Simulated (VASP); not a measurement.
```xyz
6
Lattice="4.5604 -2.3703 -0.0100 4.5604 2.3703 -0.0100 -4.1720 0.0000 7.9702" Properties=species:S:1:pos:R:3 pbc="T T T"
Ba     3.5174     1.6999     1.9826
Ba     1.4314    -1.6999     5.9677
S     -0.9767    -0.6802     7.7931
S      5.9255     0.6802     0.1571
S      3.8395    -0.6802     4.1422
S      1.1093     0.6802     3.8080
```

Computed with PBEsol GGA with spin-orbit coupling, VASP's PBE PAW potentials (set 64) (plane waves; VASP). Numerical set-up: 400 eV cut-off, 5×5×3 Γ-centred mesh, Gaussian smearing of 0.050 eV, potentials Ba_sv S.

Task: Give the energies of bands 37 to 50 at the high-symmetry points, in eV from the valence-band maximum.

Result: 
| band | Γ | C | Y2 | M2 | D | A | V2 |
|---|---|---|---|---|---|---|---|
| 37 | -1.10 | -0.91 | -1.30 | -0.95 | -0.78 | -0.71 | -1.24 |
| 38 | -1.10 | -0.91 | -1.30 | -0.95 | -0.78 | -0.71 | -1.24 |
| 39 | -0.86 | -0.79 | -0.88 | -0.95 | -0.78 | -0.71 | -0.54 |
| 40 | -0.86 | -0.79 | -0.88 | -0.95 | -0.78 | -0.71 | -0.54 |
| 41 | -0.33 | -0.51 | -0.79 | -0.48 | -0.48 | -0.52 | -0.20 |
| 42 | -0.33 | -0.51 | -0.79 | -0.48 | -0.48 | -0.52 | -0.20 |
| 43 | -0.20 | -0.32 | -0.49 | -0.48 | -0.46 | -0.52 | -0.05 |
| 44 | -0.20 | -0.32 | -0.49 | -0.48 | -0.46 | -0.52 | -0.05 |
| 45 | 2.60 | 2.41 | 1.45 | 1.60 | 2.75 | 2.68 | 1.58 |
| 46 | 2.60 | 2.41 | 1.45 | 1.60 | 2.75 | 2.68 | 1.58 |
| 47 | 3.30 | 2.48 | 1.71 | 1.60 | 2.75 | 2.68 | 3.29 |
| 48 | 3.30 | 2.48 | 1.71 | 1.60 | 2.75 | 2.68 | 3.29 |
| 49 | 3.50 | 3.64 | 3.69 | 3.92 | 4.35 | 3.93 | 4.07 |
| 50 | 3.50 | 3.64 | 3.69 | 3.92 | 4.36 | 3.93 | 4.07 |

The gap is indirect, 1.45 eV, from the valence maximum at L2 to the conduction minimum at Y2.

The structure comes from a computed database's BaS2 entry (C2/c); how it stands against other phases isn't given here. It was relaxed first.
